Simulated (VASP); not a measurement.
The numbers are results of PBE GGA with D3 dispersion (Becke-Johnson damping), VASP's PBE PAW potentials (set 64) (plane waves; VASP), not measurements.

The input files of a VASP run:

File KPOINTS:
```
k-points along high-symmetry lines
10
Line-mode
Reciprocal
  0.000000   0.000000   0.000000 ! GAMMA
  0.000000   0.500000   0.000000 ! X

  0.000000   0.500000   0.000000 ! X
  0.500000   0.500000   0.000000 ! M

  0.500000   0.500000   0.000000 ! M
  0.000000   0.000000   0.000000 ! GAMMA

  0.000000   0.000000   0.000000 ! GAMMA
  0.000000   0.000000   0.500000 ! Z

  0.000000   0.000000   0.500000 ! Z
  0.000000   0.500000   0.500000 ! R

  0.000000   0.500000   0.500000 ! R
  0.500000   0.500000   0.500000 ! A

  0.500000   0.500000   0.500000 ! A
  0.000000   0.000000   0.500000 ! Z

  0.000000   0.500000   0.000000 ! X
  0.000000   0.500000   0.500000 ! R

  0.500000   0.500000   0.000000 ! M
  0.500000   0.500000   0.500000 ! A
```

INCAR:
```
ISMEAR = 0   # Gaussian
GGA = PE
IVDW = 12   # D3, Becke-Johnson
NELM = 100   # most electronic steps
LASPH = .TRUE.   # aspherical one-centre terms
LMAXMIX = 4
LCHARG = .FALSE.
LREAL = .FALSE.
ICHARG = 11
SIGMA = 0.05   # width (eV)
LWAVE = .FALSE.
ALGO = Normal   # blocked Davidson
PREC = Accurate
EDIFF = 1E-7   # SCF stop (eV)
LORBIT = 11   # lm-projected
SYSTEM = TiO2
ENCUT = 520
```

**POSCAR**
```
TiO2
1
    4.6097167779    -0.0000000000     0.0000000000
    0.0000000000     4.6097167779     0.0000000000
    0.0000000000     0.0000000000     2.9587449759
Ti O
2 4
Direct
  0.0000000000   1.0000000000   0.0000000000
  0.5000000000   0.5000000000   0.5000000000
  0.3043115918   0.3043115918   0.0000000000
  0.1956884082   0.8043115918   0.5000000000
  0.6956884082   0.6956884082   0.0000000000
  0.8043115918   0.1956884082   0.5000000000
```

POTCAR, in this order: Ti_sv O (PBE.64 set). Program: vasp_std. Read from the step before: CHGCAR.

The run wrote:

File OSZICAR:
```
       N       E                     dE             d eps       ncg     rms          rms(c)
DAV:   1     0.616087354282E+03    0.61609E+03   -0.25917E+04  5040   0.207E+03
DAV:   2     0.477274575883E+02   -0.56836E+03   -0.55181E+03  5220   0.574E+02
DAV:   3    -0.466368127556E+02   -0.94364E+02   -0.89334E+02  8264   0.193E+02
DAV:   4    -0.529244823996E+02   -0.62877E+01   -0.61982E+01  7136   0.504E+01
DAV:   5    -0.532077216777E+02   -0.28324E+00   -0.28230E+00  7120   0.836E+00
DAV:   6    -0.532127621754E+02   -0.50405E-02   -0.50346E-02  6608   0.124E+00
DAV:   7    -0.532129841417E+02   -0.22197E-03   -0.22189E-03  7220   0.205E-01
DAV:   8    -0.532129884738E+02   -0.43321E-05   -0.43275E-05  6676   0.253E-02
DAV:   9    -0.532129887095E+02   -0.23572E-06   -0.23568E-06  6552   0.435E-03
DAV:  10    -0.532129887205E+02   -0.11028E-07   -0.11045E-07  3832   0.725E-04
   1 F= -.54694036E+02 E0= -.54694036E+02  d E =-.731802E-20
```

### OUTCAR
```
 val. band max:        4.7786519955   @ k =   0.0000   0.0000   0.0000

 cond. band min:       6.6105657393   @ k =   0.0000   0.0000   0.0000



 k-point     1 :       0.0000    0.0000    0.0000
  band No.  band energies     occupation
      1     -52.1689      2.00000
      2     -52.1525      2.00000
      3     -28.4696      2.00000
      4     -28.4696      2.00000
      5     -28.3096      2.00000
      6     -28.3096      2.00000
      7     -28.2672      2.00000
      8     -28.2349      2.00000
      9     -13.3974      2.00000
     10     -12.2411      2.00000
     11     -11.5304      2.00000
     12     -11.5304      2.00000
     13      -0.9601      2.00000
     14      -0.5351      2.00000
     15      -0.0995      2.00000
     16       0.9923      2.00000
     17       0.9923      2.00000
     18       2.2272      2.00000
     19       2.2272      2.00000
     20       2.8146      2.00000
     21       4.0779      2.00000
     22       4.3233      2.00000
     23       4.3233      2.00000
     24       4.7787      2.00000
     25       6.6106      0.00000
     26       6.8928      0.00000
     27       7.1537      0.00000
     28       7.2468      0.00000

 k-point     2 :       0.0000    0.0556    0.0000
  band No.  band energies     occupation
      1     -52.1688      2.00000
      2     -52.1527      2.00000
      3     -28.4686      2.00000
      4     -28.4685      2.00000
      5     -28.3108      2.00000
      6     -28.3107      2.00000
      7     -28.2670      2.00000
      8     -28.2352      2.00000
      9     -13.3868      2.00000
     10     -12.2412      2.00000
     11     -11.5419      2.00000
     12     -11.5346      2.00000
     13      -0.9390      2.00000
     14      -0.5223      2.00000
     15      -0.0802      2.00000
     16       0.9936      2.00000
     17       0.9946      2.00000
     18       2.2067      2.00000
     19       2.2230      2.00000
     20       2.8156      2.00000
     21       4.0568      2.00000
...
```

The density is held fixed in this step, so its total energy and stress have no physical meaning.

The structure comes from a measured TiO2 entry (P4_2/mnm) of the Crystallography Open Database, whose conditions weren't checked. It was relaxed first.
